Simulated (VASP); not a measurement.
Crystal: Cd2S.

```xyz
3
Lattice="3.9627 0.0000 0.0000 -1.9813 3.4318 0.0000 0.0000 0.0000 5.8092" Properties=species:S:1:pos:R:3 pbc="T T T"
Cd    0.0000    2.2878    5.4183
Cd    1.9813    1.1439    3.3620
S     0.0000    2.2878    2.1245
```

The cell comes from a database or a generator and needn't be the stable form of this composition.

```yaml
Program: VASP 6.6.1
Task: single point
Functional: PBE
Potentials_or_basis: VASP PAW PBE potentials, release 64 (Cd, S)
Cutoff: 520 eV
k_mesh: 8 × 8 × 5
Occupations: fermi-dirac, width 0.05 eV
Spin: no spin polarisation
```

On this cell: pressure 0.1 GPa; largest force 0.053 eV/Å; band gap on the k mesh 0.23 eV, indirect (least direct gap 0.57 eV).

The same run follows on a disturbed copy (atoms moved at random, drawn with an rms of 0.05 Å):

```
CELL_PARAMETERS angstrom
3.96267 0.00000 0.00000
-1.98134 3.43177 0.00000
0.00000 0.00000 5.80919
ATOMIC_POSITIONS crystal
Cd 0.32600 0.65881 0.93410
Cd 0.68459 0.35091 0.57211
S 0.31890 0.65703 0.35867
```

Q: What does the disturbed cell give?

A: The energy moves by +11.5 meV/atom; pressure 0.6 GPa; largest force 0.514 eV/Å; band gap on the k mesh 0.14 eV, indirect (least direct gap 0.47 eV).

Forces on the atoms (eV/Å):
```
Cd   0.016  0.007 -0.301
Cd  -0.359 -0.332  0.099
S    0.342  0.325  0.203
```

Stress tensor (GPa, compression positive):
```
 0.91  0.73 -0.62
 0.73 -0.62 -0.58
-0.62 -0.58  1.44
```

Caveats: an odd mesh through Γ misses points on the zone boundary, where band edges often lie.
